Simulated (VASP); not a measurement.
# Zn3P (Pm-3m) in VASP: further runs

Aim: see how the results for Zn3P move with the level of theory and the settings. Levels: PBEsol+D3, PW91, PBE, vdW-DF-cx. Tasks: single point, electron localisation function.

Everything below comes from runs of VASP 6.6.1. Logs are shortened: lines on timing, memory, paths and dates and some standing lists are left out, and cuts for length are marked.

### Step 1. The crystal as given

It takes space group Pm-3m (No. 221, cubic). Conventional cell: a = 3.976 Å, b = 3.976 Å, c = 3.976 Å, α = 90.00°, β = 90.00°, γ = 90.00°. Zn (site symmetry 4/mmm) is surrounded by 8 Zn at 2.81 Å and 4 P at 2.81 Å. P (site symmetry m-3m) is surrounded by 12 Zn at 2.81 Å.

The cell comes from a database or a generator and needn't be the stable form of this composition.

### Step 2. Single point, PBEsol+D3, non-collinear spin, random start (volume scaled by 0.88)

File INCAR:

```
ALGO = Normal
EDIFF = 1E-6
ENCUT = 520
GGA = PS
ISIF = 2
ISMEAR = 2
IVDW = 11
LASPH = True
LCHARG = False
LNONCOLLINEAR = True
LORBIT = 11
LREAL = False
LWAVE = False
MAGMOM = 0.533 0.155 -0.129 0.043 -0.089 0.016 0.137 -0.061 -0.079 0 0 0
NBANDS = 43
NELM = 100
PREC = Accurate
SIGMA = 0.1
```

File KPOINTS:

```
k-points
0
Gamma
  5 5 5
```

File POSCAR:

```
Zn3P
1.0
    3.8096751775      0.0000000000      0.0000000000
    0.0000000000      3.8096751775      0.0000000000
    0.0000000000      0.0000000000      3.8096751775
Zn P
3 1
Cartesian
    1.9048375888      1.9048375888      0.0000000000
    1.9048375888      0.0000000000      1.9048375888
    0.0000000000      1.9048375888      1.9048375888
    0.0000000000      0.0000000000      0.0000000000
```

Potentials or basis: VASP PAW PBE potentials, release 64 (Zn, P).

The run is started by

```bash
cat potpaw_PBE.64/Zn/POTCAR potpaw_PBE.64/P/POTCAR > POTCAR
mpirun -np 1 vasp_ncl > vasp.out
```

OUTCAR:

```text
EDIFF = 1E-6
   ENCUT = 520
   GGA = PS
   ISIF = 2
   ISMEAR = 2
   IVDW = 11
   LASPH = True
   LNONCOLLINEAR = True
   LORBIT = 11
   LREAL = False
   NELM = 100
   PREC = Accurate
 IVDW          = 11

 ion  position               nearest neighbor table
   1  0.500  0.500  0.000-   2 2.69   3 2.69   4 2.69   3 2.69   2 2.69   2 2.69   4 2.69   3 2.69
                             4 2.69   2 2.69   3 2.69   4 2.69
   2  0.500  0.000  0.500-   1 2.69   3 2.69   4 2.69   3 2.69   1 2.69   1 2.69   4 2.69   3 2.69
                             4 2.69   1 2.69   3 2.69   4 2.69
   3  0.000  0.500  0.500-   1 2.69   2 2.69   4 2.69   2 2.69   1 2.69   1 2.69   4 2.69   2 2.69
                             4 2.69   2 2.69   1 2.69   4 2.69
   4  0.000  0.000  0.000-   1 2.69   2 2.69   3 2.69   3 2.69   2 2.69   3 2.69   1 2.69   2 2.69
                             1 2.69   2 2.69   3 2.69   1 2.69

  LATTYP: Found a simple cubic cell.
 ALAT       =     3.8096751775

  Lattice vectors:

 A1 = (   3.8096751775,   0.0000000000,   0.0000000000)
 A2 = (   0.0000000000,   3.8096751775,   0.0000000000)
 A3 = (   0.0000000000,   0.0000000000,   3.8096751775)

Analysis of symmetry for initial positions (statically):
=====================================================================
 Subroutine PRICEL returns:
 Original cell was already a primitive cell.

 Routine SETGRP: Setting up the symmetry group for a
 simple cubic supercell.

 Subroutine GETGRP returns: Found 48 space group operations
 (whereof 48 operations were pure point group operations)
 out of a pool of 48 trial point group operations.

The static configuration has the point symmetry O_h .

Analysis of symmetry for dynamics (positions and initial velocities):
=====================================================================
 Subroutine PRICEL returns:
 Original cell was already a primitive cell.

 Routine SETGRP: Setting up the symmetry group for a
 simple cubic supercell.

 Subroutine GETGRP returns: Found 48 space group operations
 (whereof 48 operations were pure point group operations)
 out of a pool of 48 trial point group operations.

The dynamic configuration has the point symmetry O_h .

Analysis of structural, dynamic, and magnetic symmetry:
=====================================================================
 Subroutine PRICEL returns:
 Original cell was already a primitive cell.

 Routine SETGRP: Setting up the symmetry group for a
 simple cubic supercell.

 Subroutine GETGRP returns: Found  2 space group operations
 (whereof  2 operations were pure point group operations)
 out of a pool of 48 trial point group operations.

The overall configuration has the point symmetry S_2 .

 Subroutine INISYM returns: Found  2 space group operations
 (whereof  2 operations are pure point group operations),
 and found     1 'primitive' translations

----------------------------------------------------------------------------------------

                                     Primitive cell

  volume of cell :      55.2922

  direct lattice vectors                    reciprocal lattice vectors
     3.809675177  0.000000000  0.000000000     0.262489570  0.000000000  0.000000000
     0.000000000  3.809675177  0.000000000     0.000000000  0.262489570  0.000000000
     0.000000000  0.000000000  3.809675177     0.000000000  0.000000000  0.262489570

  length of vectors
     3.809675177  3.809675177  3.809675177     0.262489570  0.262489570  0.262489570

  position of ions in fractional coordinates (direct lattice)
     0.500000000  0.500000000  0.000000000
     0.500000000  0.000000000  0.500000000
     0.000000000  0.500000000  0.500000000
     0.000000000  0.000000000  0.000000000

  ion indices of the primitive-cell ions
   primitive index   ion index
                 1           1
                 2           2
                 3           3
                 4           4

[... 51 lines left out ...]
  0.400000 -0.200000  0.000000      2.000000
 [... further k-points ...]
   k-points           NKPTS =     63   k-points in BZ     NKDIM =     63   number of bands    NBANDS=     43
   number of dos      NEDOS =    301   number of ions     NIONS =      4
   total plane-waves  NPLWV =  21952
   dimension x,y,z NGX =    28 NGY =   28 NGZ =   28
   dimension x,y,z NGXF=    56 NGYF=   56 NGZF=   56
   ions per type =               3   1
   NGX,Y,Z   is equivalent  to a cutoff of  12.22, 12.22, 12.22 a.u.
   NGXF,Y,Z  is equivalent  to a cutoff of  24.44, 24.44, 24.44 a.u.
 SYSTEM =  unknown system
   PREC   = accura    normal or accurate (medium, high low for compatibility)
   ISTART =      0    job   : 0-new  1-cont  2-samecut
   ICHARG =      2    charge: 1-file 2-atom 10-const
   ISPIN  =      1    spin polarized calculation?
   LNONCOLLINEAR =      T non collinear calculations
   LSORBIT =      F    spin-orbit coupling
   LASPH  =      T    aspherical Exc in radial PAW
   ENCUT  =  520.0 eV  38.22 Ry    6.18 a.u.   7.08  7.08  7.08*2*pi/ulx,y,z
   NELM   =    100;   NELMIN=  2; NELMDL= -5     # of ELM steps
   EDIFF  = 0.1E-05   stopping-criterion for ELM
   LREAL  =      F    real-space projection
   EDIFFG = 0.1E-04   stopping-criterion for IOM
   NSW    =      0    number of steps for IOM
   IBRION =     -1    ionic relax: 0-MD 1-quasi-New 2-CG
   NFREE  =      0    steps in history (QN), initial steepest desc. (CG)
   ISIF   =      2    stress and relaxation
   ISYM   =      2    0-nonsym 1-usesym 2-fastsym
   POTIM  = 0.5000    time-step for ionic-motion
   TEBEG  =    0.0;   TEEND  =   0.0 temperature during run
   PSTRESS=    0.0 pullay stress
   NELECT =      41.0000    total number of electrons
   NUPDOWN=      -1.0000    fix difference up-down
   EMIN   =  10.00;   EMAX   =-10.00  energy-range for DOS
   EFERMI =   0.00;   METHOD = LEGACY
   ISMEAR =     2;   SIGMA  =   0.10  broadening in eV -4-tet -1-fermi 0-gaus
   EFERMI_NEDOS =   21; number of points for ismear=-14 and -15
   IALGO  =     38    algorithm
   IMIX   =      4    mixing-type and parameters
     AMIX     =   0.40;   BMIX     =  1.00
     AMIX_MAG =   1.60;   BMIX_MAG =  1.00
  volume/ion in A,a.u.               =      13.82        93.28
  Fermi-wavevector in a.u.,A,eV,Ry     =   1.481772  2.800144 29.873624  2.195649
  Thomas-Fermi vector in A             =   2.595641
   LORBIT       =     11    0 simple, 1 ext, 2 COOP (PROOUT), +10 PAW based schemes
   GGA     = PS    functional components
   LHFCALC =     F    Hartree Fock is set to
   AEXX    =    0.0000 exact exchange contribution
   IVDW    =    11    specifies the selected vdW correction
   LEPSILON=     F    determine dielectric tensor
   LRPA    =     F    only Hartree local field effects (RPA)
 Methfessel and Paxton  Order N= 2 SIGMA  =   0.10
  energy-cutoff  :      520.00
  volume of cell :       55.29
 maximum number of plane-waves:      3008
   NGX = 15   NGY = 15   NGZ = 15

 number of electron      40.9999982 magnetization       0.2865734      0.0152907     -0.0117434

 Free energy of the ion-electron system (eV)
  ---------------------------------------------------
  ext. energy  EPLUGINS =         0.00000000
  ---------------------------------------------------
  free energy    TOTEN  =        -9.61795334 eV

  energy without entropy =       -9.61561676  energy(sigma->0) =       -9.61736919

 E-fermi :   5.5027     XC(G=0): -12.0941

 val. band max:        5.4988951749   @ k =  -0.2000   0.4000   0.0000
 cond. band min:       5.5207354345   @ k =  -0.4000  -0.2000   0.4000
 fundamental gap:      0.0218402596
 Fermi energy:         5.5026931183

 k-point     1 :       0.0000    0.0000    0.0000
  band No.  band energies     occupation
      1      -8.2046      1.00000
      2      -8.1261      1.00000
      3      -3.5637      1.00000
      4      -3.5281      1.00000
      5      -3.0116      1.00000
      6      -3.0088      1.00000
[... 1093 lines left out ...]
     42       5.4986      0.54276
     43       7.4896      0.00000

 [... further k-points ...]

------------------------ aborting loop because EDIFF is reached ----------------------------------------

 Edisp (eV)   -1.14106

 E8    (eV) :    -0.6352

  FORCE on cell =-STRESS in cart. coord.  units (eV):
  Direction    XX          YY          ZZ          XY          YZ          ZX
  --------------------------------------------------------------------------------------
  -------------------------------------------------------------------------------------
  Total       1.36318     1.36829     1.35930    -0.05889     0.00878    -0.07985
  in kB      39.50015    39.64843    39.38793    -1.70653     0.25427    -2.31364
  external pressure =       39.51 kB  Pullay stress =        0.00 kB

 VOLUME and BASIS-vectors are now :
 -----------------------------------------------------------------------------
  energy-cutoff  :      520.00
  volume of cell :       55.29
      direct lattice vectors                 reciprocal lattice vectors
     3.809675177  0.000000000  0.000000000     0.262489570  0.000000000  0.000000000
     0.000000000  3.809675177  0.000000000     0.000000000  0.262489570  0.000000000
     0.000000000  0.000000000  3.809675177     0.000000000  0.000000000  0.262489570

 POSITION                                       TOTAL-FORCE (eV/Angst)
 -----------------------------------------------------------------------------------
      1.90484      1.90484      0.00000         0.000000      0.000000      0.000000
      1.90484      0.00000      1.90484         0.000000      0.000000      0.000000
      0.00000      1.90484      1.90484         0.000000      0.000000      0.000000
      0.00000      0.00000      0.00000         0.000000      0.000000      0.000000
 -----------------------------------------------------------------------------------
    total drift:                               -0.000000     -0.000000     -0.000000

  FREE ENERGIE OF THE ION-ELECTRON SYSTEM (eV)
  ---------------------------------------------------
  free  energy   TOTEN  =       -10.7590133215 eV

  energy  without entropy=      -10.7566767476  energy(sigma->0) =      -10.75842918

 total charge

# of ion       s       p       d       tot
------------------------------------------
    1        0.613   0.460   9.756  10.829
    2        0.619   0.460   9.754  10.833
    3        0.615   0.460   9.755  10.830
    4        1.127   1.287   0.000   2.414
--------------------------------------------------
tot          2.974   2.667  29.265  34.906

 magnetization (x)

# of ion       s       p       d       tot
------------------------------------------
    1        0.030   0.013   0.008   0.051
    2        0.021   0.011   0.010   0.042
    3        0.026   0.012   0.009   0.047
    4        0.013   0.018   0.000   0.031
--------------------------------------------------
tot          0.091   0.054   0.027   0.171

 magnetization (y)

# of ion       s       p       d       tot
------------------------------------------
    1        0.001   0.001   0.000   0.003
    2        0.001   0.001   0.001   0.002
    3        0.001   0.001   0.000   0.002
    4        0.001   0.001   0.000   0.002
--------------------------------------------------
tot          0.005   0.003   0.001   0.009

 magnetization (z)

# of ion       s       p       d       tot
------------------------------------------
    1       -0.001  -0.000  -0.000  -0.002
    2       -0.001  -0.000  -0.000  -0.002
    3       -0.001  -0.000  -0.000  -0.002
    4       -0.001  -0.001   0.000  -0.001
--------------------------------------------------
tot         -0.004  -0.002  -0.001  -0.007
```

Wall time 8 min (1 thread of AMD EPYC, shared host); peak memory 0.35 GiB.

What came out:

- Free energy: -10.7590 eV
- Pressure: 4.0 GPa
- Net moment: 0.29 μB per cell
- Valence electrons inside the program's atomic spheres: Zn 10.83; P 2.41
- Dispersion energy per atom: -0.285 eV

Moments on the atoms (μB; x, y, z):
```
Zn  0.05 0.00 0.00
Zn  0.04 0.00 0.00
Zn  0.05 0.00 0.00
P   0.03 0.00 0.00
```

Caveat: the bands computed are all filled at some k points, so no gap is given; the PAW data sets were made with another functional, which shifts forces and pressure a little.

### Step 3. Single point, PW91, collinear spin, ferrimagnetic start (cell strained at random at fixed volume)

File INCAR:

```
SYSTEM = Zn3P
PREC = Accurate
ENCUT = 520
EDIFF = 1E-7
ISMEAR = -1
SIGMA = 0.1
LREAL = .FALSE.
LASPH = .TRUE.
NELM = 80
ALGO = Fast
ISIF = 2
LWAVE = .FALSE.
LCHARG = .TRUE.
ISPIN = 2
MAGMOM = 0.5 -0.25 0.5 0
LORBIT = 11
GGA = 91
LELF = .TRUE.
LVHAR = .TRUE.
NBANDS = 32
KSPACING = 0.3
```

File POSCAR:

```
Zn3P
1.0
    3.8422840000      0.0120440000      0.0455410000
    0.0120440000      4.0632360000     -0.0394810000
    0.0455410000     -0.0394810000      4.0255350000
Zn P
3 1
Direct
    0.5000000000      0.5000000000      0.0000000000
    0.5000000000      0.0000000000      0.5000000000
    0.0000000000      0.5000000000      0.5000000000
    0.0000000000      0.0000000000      0.0000000000
```

Potentials or basis: VASP PAW PBE potentials, release 54 (Zn, P).

The run is started by

```bash
cat potpaw_PBE.54/Zn/POTCAR potpaw_PBE.54/P/POTCAR > POTCAR
mpirun -np 1 vasp_std > vasp.out
```

Wall time 12 min (1 thread of AMD EPYC, shared host); peak memory 0.37 GiB.

It converged, with:

```
Free energy                                           : -8.0098 eV
Pressure                                              : -0.4 GPa
Band gap on the k mesh                                : none (metal or under the smearing width)
Net moment                                            : 0.00 μB per cell
Valence electrons inside the program's atomic spheres : Zn 10.71, 10.72; P 2.39
```

Stress tensor (GPa, compression positive):
```
 0.33  0.00  0.10
 0.00 -0.65  0.24
 0.10  0.24 -0.86
```

Levels at points of the mesh, in eV from the Fermi level:
Spin up:
| k point | band 17 | band 18 | band 19 | band 20 | band 21 | band 22 | band 23 | band 24 |
| --- | --- | --- | --- | --- | --- | --- | --- | --- |
| (0.00, 0.00, 0.00) | -3.73 | -3.41 | -3.29 | -2.72 | 0.33 | 1.18 | 4.06 | 4.38 |
| (0.50, 0.00, 0.00) | -6.92 | -1.94 | -1.53 | -1.38 | 1.06 | 1.25 | 1.44 | 2.33 |
| (0.00, 0.50, 0.00) | -6.85 | -1.73 | -1.69 | -1.21 | 1.16 | 1.19 | 1.88 | 2.73 |
| (0.50, 0.50, 0.00) | -5.48 | -5.40 | -5.16 | -0.53 | 1.33 | 2.77 | 2.97 | 3.44 |
| (0.00, 0.00, 0.50) | -6.87 | -1.77 | -1.75 | -1.19 | 1.07 | 1.09 | 1.90 | 2.71 |
| (0.50, 0.00, 0.50) | -5.49 | -5.33 | -5.12 | -0.57 | 1.21 | 2.66 | 2.87 | 3.31 |
| (0.00, 0.50, 0.50) | -5.66 | -5.54 | -5.38 | -0.26 | 1.99 | 3.33 | 3.48 | 3.92 |
| (0.50, 0.50, 0.50) | -4.93 | -4.83 | -4.77 | -2.80 | -2.27 | -2.13 | -1.86 | 7.47 |
Spin down:
| k point | band 18 | band 19 | band 20 | band 21 | band 22 | band 23 |
| --- | --- | --- | --- | --- | --- | --- |
| (0.00, 0.00, 0.00) | -3.41 | -3.29 | -2.72 | 0.33 | 1.18 | 4.06 |
| (0.50, 0.00, 0.00) | -1.94 | -1.53 | -1.38 | 1.06 | 1.25 | 1.44 |
| (0.00, 0.50, 0.00) | -1.73 | -1.69 | -1.21 | 1.16 | 1.19 | 1.88 |
| (0.50, 0.50, 0.00) | -5.40 | -5.16 | -0.53 | 1.33 | 2.77 | 2.97 |
| (0.00, 0.00, 0.50) | -1.77 | -1.75 | -1.19 | 1.07 | 1.09 | 1.90 |
| (0.50, 0.00, 0.50) | -5.33 | -5.12 | -0.57 | 1.21 | 2.66 | 2.87 |
| (0.00, 0.50, 0.50) | -5.54 | -5.38 | -0.26 | 1.99 | 3.33 | 3.48 |
| (0.50, 0.50, 0.50) | -4.83 | -4.77 | -2.80 | -2.27 | -2.13 | -1.86 |

Caveat: the PAW data sets were made with another functional, which shifts forces and pressure a little.

### Step 4. Single point, PBE

File INCAR:

```
PREC = Accurate
ENCUT = 520
EDIFF = 1E-6
ISMEAR = 0
SIGMA = 0.05
LREAL = False
LASPH = True
NELM = 100
ALGO = Normal
ISIF = 2
LWAVE = False
LCHARG = False
GGA = PE
NBANDS = 28
```

File KPOINTS:

```
regular mesh
0
Gamma
  7 7 7
```

File POSCAR:

```
Zn3P
1.0
    3.9755180000      0.0000000000      0.0000000000
    0.0000000000      3.9755180000      0.0000000000
    0.0000000000      0.0000000000      3.9755180000
Zn P
3 1
Cartesian
    1.9877590000      1.9877590000      0.0000000000
    1.9877590000      0.0000000000      1.9877590000
    0.0000000000      1.9877590000      1.9877590000
    0.0000000000      0.0000000000      0.0000000000
```

Potentials or basis: VASP PAW PBE potentials, release 64 (Zn, P).

The run is started by

```bash
cat potpaw_PBE.64/Zn/POTCAR potpaw_PBE.64/P/POTCAR > POTCAR
mpirun -np 1 vasp_std > vasp.out
```

Wall time 27 s (1 thread of Intel Xeon Platinum 8375C at 2.90GHz (Ice Lake), shared host); peak memory 0.18 GiB.

The run converged. Its results:

* Free energy: -7.9914 eV
* Pressure: -0.7 GPa
* Band gap on the k mesh: none (metal or under the smearing width)

Levels at points of the mesh, in eV from the Fermi level:
| k point | band 16 | band 17 | band 18 | band 19 | band 20 | band 21 | band 22 | band 23 | band 24 | band 25 |
| --- | --- | --- | --- | --- | --- | --- | --- | --- | --- | --- |
| (0.00, 0.00, 0.00) | -7.07 | -3.97 | -3.45 | -3.45 | -3.45 | 0.46 | 0.46 | 4.17 | 4.17 | 4.17 |

(Part 1 of 2 ends here.)
